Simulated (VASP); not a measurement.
# NbTe in VASP: the effect of screening

Crystal: NbTe.

```
Te Nb
1.0
     3.70297    0.00000    0.00000
    -1.85149    3.20687    0.00000
     0.00000    0.00000    3.69421
Te Nb
1 1
Direct
  0.66667 0.33333 0.00000
  0.00000 0.00000 0.50000
```

The cell comes from a database or a generator and needn't be the stable form of this composition.

Alike in all runs:

```yaml
Program: VASP 6.6.1
Task: single point
Functional: HSE(alpha, omega)
Potentials_or_basis: VASP PAW PBE potentials, release 64 (Te, Nb_sv)
Cutoff: 520 eV
k_mesh: 4 × 4 × 4
Occupations: fermi-dirac, width 0.05 eV
Spin: no spin polarisation
Screening_parameter: 0.6
Grid_for_exact_exchange_PRECFOCK: Fast
Further_INCAR_settings: ALGO = Normal; EDIFF = 1e-06; NBANDS = 16
```

```csv
screening,pressure (GPa)
0.1,-6.3
0.15,-6.0
0.2,-5.6
0.3,-5.0
0.4,-4.3
0.6,?
```

Question: What does the run with screening 0.6 give?

Answer: Pressure -3.2 GPa.

Worked out: A straight line through the other rows of the pressure, of slope 6.66 GPa per unit of screening, extrapolates to -3.0 GPa, against the run's -3.2.

Caveats: all runs use coarse meshes; the PAW data sets were made with another functional, which shifts forces and pressure a little.
